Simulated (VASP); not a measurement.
Runs of VASP 6.6.1 on SnSe2. The cell holds a sheet with vacuum, 3 atoms: a = 3.819 Å, b = 3.819 Å, c = 19.180 Å, α = 90.00°, β = 90.00°, γ = 120.00°. The cell was built by a generator and needn't be a form met in nature.

```tsv
task	level	spin	cell	k mesh	cutoff (eV)	dipole correction	grid for exact exchange (PRECFOCK)	screening parameter	gap on the mesh (eV)	largest force (eV/Å)
work function	PBE	off	P-3m1, 80.77 Å³/atom	12 × 12 × 1	520	yes	-	-	0.77	(a)
work function	PBE	non-collinear, zero start, SOC	P-3m1, 80.77 Å³/atom	12 × 12 × 1	520	yes	-	-	-	0.12
relaxation of cell and atoms	PBE+D4	off	relaxed	12 × 12 × 1	600	no	-	-	0.77	-
work function	HSE06	off	P-3m1, 80.77 Å³/atom	6 × 6 × 1	520	yes	Fast	0.2 1/A	1.44	0.40
```

Alike in all rows: potentials or basis VASP PAW PBE potentials, release 64 (Se, Sn_d); smearing gaussian 0.03 eV.

Q: Estimate the missing entries.

A: (a) 0.11.

Caveats: spin-orbit coupling is left out, which moves the levels of the heavy elements (some runs); the PAW data sets were made with another functional, which shifts forces and pressure a little (some runs).

A k mesh can miss the band edges, and rows without SOC leave out spin-orbit coupling on Se, Sn.
